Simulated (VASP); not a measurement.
OSZICAR of a VASP run on Pd (fcc):

OSZICAR:
```
       N       E                     dE             d eps       ncg     rms          rms(c)
DAV:   1     0.377241143786E+02    0.37724E+02   -0.53455E+03  3002   0.103E+03
DAV:   2    -0.586965933083E+01   -0.43594E+02   -0.42222E+02  3254   0.196E+02
DAV:   3    -0.623692052489E+01   -0.36726E+00   -0.36576E+00  3431   0.209E+01
DAV:   4    -0.623856858922E+01   -0.16481E-02   -0.16479E-02  3535   0.130E+00
DAV:   5    -0.623858512095E+01   -0.16532E-04   -0.16533E-04  3525   0.108E-01    0.118E+01
DAV:   6    -0.586496234356E+01    0.37362E+00   -0.13649E+00  3055   0.115E+01    0.553E+00
DAV:   7    -0.583609516827E+01    0.28867E-01   -0.49487E-02  4067   0.201E+00    0.246E+00
DAV:   8    -0.582954086310E+01    0.65543E-02   -0.26078E-03  3284   0.589E-01    0.182E-01
DAV:   9    -0.582951142367E+01    0.29439E-04   -0.25583E-05  3581   0.601E-02    0.289E-02
DAV:  10    -0.582951650516E+01   -0.50815E-05   -0.28607E-06  3357   0.160E-02    0.392E-03
DAV:  11    -0.582951636114E+01    0.14402E-06   -0.30825E-08  1695   0.176E-03
   1 F= -.33917180E+01 E0= -.33912441E+01  d E =-.339172E+01
```

Question: Which electronic solver shows in the log?

Answer: It is blocked Davidson (ALGO = Normal, or the opening steps of other solvers). The INCAR had ALGO = Normal.

Question: Can the final energy be trusted as converged?

Answer: Self-consistency was reached. It stopped with EDIFF = 1E-6, NELM = 100, NSW = 40 and EDIFFG = -0.02 after 1 ionic step (PBEsol GGA, plane waves, VASP's PBE PAW potentials (set 64)).

The compound is Pd in the fcc structure. It was relaxed first under an external pressure of 30 GPa.
